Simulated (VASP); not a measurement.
An input for Ansatz (written as the equivalent of a VASP run, and not itself run):

Ansatz 0.2 input:
```yaml
crystal:
  lattice:
    - [0.0000000, 1.9450733, 1.9450733]
    - [1.9450733, 0.0000000, 1.9450733]
    - [1.9450733, 1.9450733, 0.0000000]
  atoms:
    - { symbol: Pt, position: [0.0000000, 0.0000000, 0.0000000] }
kpoints:
  mp_grid: { grid: [16, 16, 16] }
hamiltonian:
  xc: pbe
  dispersion: d4
  pseudopotentials: { kind: paw }
scf:
  occupations: { method: methfessel_paxton, width: 0.1 }
  max_iter: 100
output: { forces: true, stress: true, eigenvalues: true }
```

Q: Write the VASP files for the same calculation (PBE-D4).

A: One answer among several that fit: 
INCAR:
```
SYSTEM = Pt
PREC = Accurate
ENCUT = 520
EDIFF = 1E-7
NELM = 100
ALGO = Normal
LREAL = .FALSE.
LASPH = .TRUE.
ISMEAR = 1
SIGMA = 0.1
GGA = PE
IVDW = 13
LMAXMIX = 6
LWAVE = .FALSE.
LCHARG = .FALSE.
ISIF = 2
```

**POSCAR**
```
Pt
2.7507490
  0.0000000000   0.7071067848   0.7071067848
  0.7071067848   0.0000000000   0.7071067848
  0.7071067848   0.7071067848   0.0000000000
Pt
1
Cart
  0.0000000000   0.0000000000   0.0000000000
```

File KPOINTS:
```
kpoints
0
G
  16 16 16
```

POTCAR, in this order: Pt (PBE.64 set). Program: vasp_std.

Limits of the translation: each code has its own PAW files, so the cut-off isn't converted (ENCUT is set for VASP's; basis.ecutwfc is left out, and Ansatz then takes the one that its files recommend); Ansatz stops its SCF on the density residual and VASP on the energy change (EDIFF).

The compound is Pt in the fcc structure. This cell is one point of a volume scan, at 0.97 of the reference volume.
